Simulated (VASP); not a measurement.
All values below come from optB88-vdW, VASP's PBE PAW potentials (set 64) (plane waves; VASP).

A VASP calculation is set up with these files.

File KPOINTS:
```
Automatic
0
G
 12 12 1
```

**INCAR**
```
SYSTEM  =  BN bilayer
PREC  =  Normal; ENCUT  =  500; LREAL  =  .FALSE.
LASPH  =  .TRUE.
EDIFF  =  1E-5; NELM  =  100; NELMIN  =  4
ALGO  =  Normal
ISMEAR  =  0; SIGMA  =  0.05
GGA  =  BO; LUSE_VDW  =  .TRUE.; AGGAC  =  0.0
PARAM1  =  0.1833333333; PARAM2  =  0.22
IBRION  =  2; NSW  =  50; ISIF  =  4
EDIFFG  =  -0.03
LWAVE  =  .TRUE.; LCHARG  =  .FALSE.
```

POSCAR:
```
BN bilayer
1
    2.5099648713     0.0000000000     0.0000000000
   -1.2549824356     2.1736937328     0.0000000000
    0.0000000000     0.0000000000    19.0087031874
B N
2 2
Direct
  0.6666670000   0.3333330000   0.4138640000
  0.3333330000   0.6666670000   0.5861360000
  0.3333330000   0.6666670000   0.4138640000
  0.6666670000   0.3333330000   0.5861360000
```

POTCAR, in this order: B N (PBE.64 set). Program: vasp_std.

**Question.** Predict the energy per atom (σ→0), band gap (on the k-mesh).

**Answer.** 
The energy per atom (σ→0) is -7.757 eV/atom and the band gap (on the k-mesh) comes out as 4.50 eV.

**OSZICAR**
```
...
DAV:   8    -0.310451254162E+02    0.13382E+00   -0.43668E-01   564   0.482E+00    0.563E-01
DAV:   9    -0.310369681848E+02    0.81572E-02   -0.22878E-02   560   0.128E+00    0.209E-01
DAV:  10    -0.310315549955E+02    0.54132E-02   -0.33079E-03   592   0.457E-01    0.790E-02
DAV:  11    -0.310278600936E+02    0.36949E-02   -0.18540E-03   568   0.344E-01    0.764E-02
DAV:  12    -0.310274913045E+02    0.36879E-03   -0.95151E-04   524   0.221E-01    0.208E-02
DAV:  13    -0.310279163260E+02   -0.42502E-03   -0.13833E-04   484   0.991E-02    0.180E-02
DAV:  14    -0.310279259891E+02   -0.96631E-05   -0.76456E-05   536   0.889E-02
   1 F= -.31027926E+02 E0= -.31027926E+02  d E =-.310279E+02
```

The cell is a sheet with vacuum, built from BN (hex).
